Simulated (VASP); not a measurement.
An input for Ansatz (written as the equivalent of a VASP run, and not itself run):

Ansatz 0.2 input:
```yaml
crystal:
  lattice:
    - [0.0000000, 3.2726031, 3.2726031]
    - [3.2726031, 0.0000000, 3.2726031]
    - [3.2726031, 3.2726031, 0.0000000]
  atoms:
    - { symbol: Rb, position: [0.0000000, 0.0000000, 0.0000000] }
    - { symbol: Cl, position: [0.5000000, 0.5000000, 0.5000000] }
kpoints:
  mp_grid: { grid: [7, 7, 7] }
hamiltonian:
  xc: pbesol
  pseudopotentials: { kind: paw }
scf:
  occupations: { method: gaussian, width: 0.05 }
  max_iter: 100
relax:
  max_steps: 40
  f_tol: 0.02
  cell: {}
output: { forces: true, stress: true, eigenvalues: true }
```

Task: Write the VASP files for the same calculation (PBEsol).

Result: One answer among several that fit: 
POSCAR:
```
RbCl
1
    0.0000000000     3.2726030763     3.2726030763
    3.2726030763     0.0000000000     3.2726030763
    3.2726030763     3.2726030763     0.0000000000
Rb Cl
1 1
Direct
  0.0000000000   0.0000000000   0.0000000000
  0.5000000000   0.5000000000   0.5000000000
```

KPOINTS:
```
Regular mesh
0
Gamma
7 7 7
```

INCAR:
```
# general
SYSTEM  = RbCl
PREC    = Accurate
ENCUT   = 500   # plane-wave cut-off (eV)
LREAL   = .FALSE.
LASPH   = .TRUE.   # aspherical one-centre terms

# electronic loop
EDIFF   = 1E-6   # SCF stop (eV)
NELM    = 100
ALGO    = Normal   # blocked Davidson
LMAXMIX = 4   # l cut-off of mixed one-centre charges

# smearing
ISMEAR  = 0
SIGMA   = 0.05   # width (eV)

# functional
GGA     = PS   # PBEsol

# ions
IBRION  = 2   # conjugate gradients
NSW     = 40   # most ionic steps
ISIF    = 3
EDIFFG  = -0.02   # ionic stop

# output
LWAVE   = .FALSE.
LCHARG  = .FALSE.
```

POTCAR, in this order: Rb_sv Cl (PBE.64 set). Program: vasp_std.

Limits of the translation: each code has its own PAW files, so the cut-off isn't converted (ENCUT is set for VASP's; basis.ecutwfc is left out, and Ansatz then takes the one that its files recommend); Ansatz stops its SCF on the density residual and VASP on the energy change (EDIFF).

The compound is RbCl in the rock salt structure. It was relaxed first.
